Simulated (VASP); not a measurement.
# BaY2 with PBE: from relaxation to properties, part 2 of 2

Aim: relax BaY2, then compute properties on the relaxed cell. The cell is generated by rule, not measured, and may not be a known phase.

VASP 6.6.1; PBE; plane waves and PAW (Ba_sv, Y_sv); invented cell.

Still holding for the runs below: The k-mesh is coarse for a metal.

So far. Step 11 (Volume scan with PBE, volume scale 0.98): The run ends at a pressure of 0.33 GPa.

## Step 12: Volume scan with PBE, volume scale 1

INCAR

```
SYSTEM = BaY2
PREC = Accurate
ENCUT = 400
EDIFF = 1E-06
NELM = 100
ISMEAR = 1
SIGMA = 0.2
LREAL = .FALSE.
ALGO = Normal
GGA = PE
NBANDS = 22
LORBIT = 11
LWAVE = .FALSE.
LCHARG = .FALSE.
ISIF = 2
```

POSCAR

```
BaY2
1.0
    5.7953314175      0.0000000000      0.0000000000
    0.0000000000      5.7953314175      0.0000000000
    0.0000000000      0.0000000000      3.9847444736
Ba Y
1 2
Direct
    0.5000000000      0.5000000000      0.0000000000
    0.5000000000      0.0000000000      0.5000000000
    0.0000000000      0.5000000000      0.5000000000
```

KPOINTS

```
Automatic mesh
0
Gamma
4 4 6
0 0 0
```

The projector-augmented-wave data sets are Ba_sv and Y_sv (PBE family, release 64).

On the command line:

```
mpirun -np 1 vasp_std
```

Wall time 57 s (1 MPI rank of AMD EPYC 7R43, shared host); peak memory 0.19 GiB.

The pressure falls from 0.33 to 0.00 GPa.

The run ends at a pressure of 0.00 GPa.

## Step 13: Volume scan with PBE, volume scale 1.02

INCAR is that of step 12.

POSCAR

```
BaY2
1.0
    5.8337122143      0.0000000000      0.0000000000
    0.0000000000      5.8337122143      0.0000000000
    0.0000000000      0.0000000000      4.0111342789
Ba Y
1 2
Direct
    0.5000000000      0.5000000000      0.0000000000
    0.5000000000      0.0000000000      0.5000000000
    0.0000000000      0.5000000000      0.5000000000
```

KPOINTS is that of step 12.

On the command line:

```
mpirun -np 1 vasp_std
```

Run time: 55 s. Hardware: 1 MPI rank; peak memory 0.2 GiB.

The pressure falls from 0.00 to -0.31 GPa.

The run ends at a pressure of -0.31 GPa.

## Step 14: Volume scan with PBE, volume scale 1.04

INCAR is that of step 13.

POSCAR

```
BaY2
1.0
    5.8715945239      0.0000000000      0.0000000000
    0.0000000000      5.8715945239      0.0000000000
    0.0000000000      0.0000000000      4.0371813352
Ba Y
1 2
Direct
    0.5000000000      0.5000000000      0.0000000000
    0.5000000000      0.0000000000      0.5000000000
    0.0000000000      0.5000000000      0.5000000000
```

KPOINTS is that of step 13.

On the command line:

```
mpirun -np 1 vasp_std
```

Run time: 57 s. Hardware: 1 MPI rank; peak memory 0.19 GiB.

The pressure falls from -0.31 to -0.59 GPa.

The run ends at a pressure of -0.59 GPa.

## Step 15: Volume scan with PBE, volume scale 1.06

A prediction first. A parabola through the 6 pressures of evenly scaled cells so far, P = 0.00 -16.1 t +26 t² GPa with t = ln(V/V₁) and V₁ the volume at scale 1, gives -0.85 GPa at t = +0.0583.

INCAR is that of step 14.

POSCAR

```
BaY2
1.0
    5.9089942235      0.0000000000      0.0000000000
    0.0000000000      5.9089942235      0.0000000000
    0.0000000000      0.0000000000      4.0628965594
Ba Y
1 2
Direct
    0.5000000000      0.5000000000      0.0000000000
    0.5000000000      0.0000000000      0.5000000000
    0.0000000000      0.5000000000      0.5000000000
```

KPOINTS is that of step 14.

On the command line:

```
mpirun -np 1 vasp_std
```

Elapsed: 60 s, on 1 MPI rank; peak memory 0.2 GiB.

The pressure falls from -0.59 to -0.85 GPa. The parabola predicted -0.85 GPa, which holds within 0.01 GPa.

## Step 16: Comparing the runs

Times are for 1 MPI rank of AMD EPYC 7R43, shared host. Results by setting:

```csv
no.,volume scale,energy above the lowest point (meV/atom),pressure (GPa),time,memory (GiB)
1,0.94,8.83,1.088,65 s,0.19
2,0.96,3.81,0.6948,59 s,0.19
3,0.98,0.92,0.3305,58 s,0.2
4,1,0,-0.003848,57 s,0.19
5,1.02,0.86,-0.3117,55 s,0.2
6,1.04,3.35,-0.5936,57 s,0.19
7,1.06,7.33,-0.8517,60 s,0.2
```

## Step 17: Fit for PBE

This step: Birch-Murnaghan fit, PBE; plane waves and PAW; invented cell (VASP 6.6.1).

No new run; the numbers come from the runs before.

This step gave:

```
pressure derivative of the bulk modulus : 3.535
r.m.s. error of the fit                 : 1.06e-6 eV/atom
minimum inside the sampled range        : yes
bulk modulus                            : 16.02 GPa
equilibrium volume of the fit           : 44.61 Å³/atom
```

Table of energy above the fitted minimum by volume:

```csv
volume (Å³/atom),energy above the fitted minimum (eV/atom)
41.93,0.00883
42.83,0.00381
43.72,9.2e-4
44.61,4.2e-7
45.50,8.6e-4
46.39,0.00335
47.29,0.00734
```

The fitted volume lies +0.01 % from the relaxed one.

## Step 18: Ionic relaxation at fixed cell (PBE), changed input

This step: PBE; plane waves and PAW (Ba_sv, Y_sv); invented cell (VASP 6.6.1).

This run is made with a changed input; what comes of it follows.

INCAR

```
SYSTEM = BaY2
PREC = Accurate
ENCUT = 30
EDIFF = 1E-06
NELM = 81
ISMEAR = 1
SIGMA = 0.2
LREAL = .FALSE.
ALGO = Normal
GGA = PE
NBANDS = 22
LORBIT = 11
LWAVE = .FALSE.
LCHARG = .FALSE.
IBRION = 2
NSW = 30
ISIF = 2
EDIFFG = -0.01
```

POSCAR

```
BaY2
1.0
    5.7953314175      0.0000000000      0.0000000000
    0.0000000000      5.7953314175      0.0000000000
    0.0000000000      0.0000000000      3.9847444736
Ba Y
1 2
Direct
    0.5000000000      0.5000000000      0.0000000000
    0.5000000000      0.0000000000      0.5000000000
    0.0000000000      0.5000000000      0.5000000000
```

KPOINTS is that of step 15.

On the command line:

```
mpirun -np 1 vasp_std
```

The job ended after 3.6 s (1 MPI rank; peak memory 0.07 GiB).

Convergence was reached, but on settings outside the sound range, so the numbers are no properties of the crystal.

Against the sound run on this cell (volume scan with PBE) the energy at zero smearing moves by +27490.4 meV an atom and the pressure by -466.78 GPa.

The fault in the input: cutoff typed in rydberg (ENCUT = 30). ENCUT is in eV: 1 Ry is 13.6 eV.

## Step 19: What came out

```json
{
  "relaxed volume": "44.61 Å³/atom",
  "relaxed conventional cell a, b, c": "5.795, 5.795, 3.985 Å",
  "space group after relaxing, within 0.02 Å": "P4/mmm (No. 123)",
  "band gap": "none, a metal",
  "DOS at the Fermi level": "4.46 states/eV/cell",
  "largest field gradient Vzz": "16.55 V/Å² on Y2",
  "bulk modulus from the fit": "16.0 GPa",
  "volume from the fit": "44.6 Å³/atom"
}
```

In words: With PBE, BaY2 relaxes to 44.61 Å³/atom in space group P4/mmm (held by the symmetry of the run), comes out as a metal and has a bulk modulus of 16.0 GPa. Bands along the symmetry lines (PBE): Of the bands kept, 3 cross the Fermi level on this path. Spin-orbit coupling is left out, and with elements this heavy it would split and shift bands near the Fermi level. The k-sampling is coarse for a metal, so the Fermi level, pressures and the shape of the cell carry errors. No search among competing phases was made. All values are for a static lattice at zero temperature.

[Lines on the potential files, build, host, timing and source positions are cut from VASP's logs without a mark.]

[Logs are printed without paths, hosts, clocks, repeated set-up lines and the standing remarks that a program may print on its own settings, such as how far it seeks lower states.]

[Hosts, paths, dates, database ids (printed as entryN), source tags and the programs' standing remarks are cut or masked in the printed files.]

[A measured line is paired with the nearest computed mode of its activity, which favours agreement.]
